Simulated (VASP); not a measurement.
A run of VASP 6.6.1:

File INCAR:

```
ALGO     = Normal         # electronic algorithm
EDIFF    = 1E-7           # SCF threshold, eV
ENCUT    = 520            # plane-wave cutoff, eV
GGA      = CA             # functional
ISIF     = 2              # what is computed and relaxed
ISMEAR   = -1             # smearing method
LASPH    = True           # aspherical terms in the spheres
LCHARG   = True           # write CHGCAR
LELF     = True           # ELF
LREAL    = Auto         
LVHAR    = True         
LWAVE    = False          # write WAVECAR
NBANDS   = 48             # bands
NELM     = 80             # most SCF steps
PREC     = Accurate       # precision mode
SIGMA    = 0.05           # smearing width, eV
```

File KPOINTS:

```
k-points
0
Gamma
  1 1 1
```

The input POSCAR:

```
Mg15Si8
1.0
    0.0000000000      6.4549100000      6.4549100000
    6.4549100000      0.0000000000      6.4549100000
    6.4549100000      6.4549100000      0.0000000000
Mg Si
15 8
Direct
   -0.0288462581     -0.0070179135      0.1945495754
    0.2012808854      0.2893378839      0.8468669586
    0.3184784916      0.2526061556      0.3859774962
    0.2311651131      0.5484584603      0.9306326502
   -0.1369577577      0.6343310751      0.3530103441
    0.3092761944      0.9261244541      0.1823030840
   -0.0494119980      0.6872675219      0.6941614988
    0.3730028769      0.9071698908      0.7791588109
    0.6782356377      0.0143689068      0.0089311857
    0.8492449933      0.2721958943      0.6027969406
    0.7001646808      0.0461664067      0.6506055081
    0.7050989092      0.4037778993      0.9190600644
    0.6100549814      0.4298355825      0.3320030798
    0.3696565870      0.6932861961      0.5593881247
    1.0522067697      0.8683312393      0.8152243796
    0.0416814487      0.1506837431     -0.1593593094
    0.0532462885     -0.0418750997      0.4584881896
   -0.1659821748      0.6568488174      0.0585135966
    0.0044152436      0.4457227134      0.6021927494
    0.6332466293     -0.3115535306     -0.0416659566
    0.5620295248     -0.0703108177      0.4081466666
    0.2800426342      0.6978641065      0.0975304071
    0.5173890883      0.3388118502      0.7045334482
```

Potentials or basis: VASP PAW LDA potentials, release 64 (Mg, Si).

The run is started by

```sh
$ cat potpaw_LDA.64/Mg/POTCAR potpaw_LDA.64/Si/POTCAR > POTCAR
$ mpirun -np 1 vasp_gam > vasp.out
```

Hardware: 1 thread of Intel(R) Xeon(R) Platinum 8488C (Sapphire Rapids), with other jobs on the host.

How long does it take, and how much memory?

It took 91 s on 1 thread of Intel(R) Xeon(R) Platinum 8488C (Sapphire Rapids), with other jobs on the host, peak memory 0.47 GiB. Counts: scf iterations 16, k points 1.
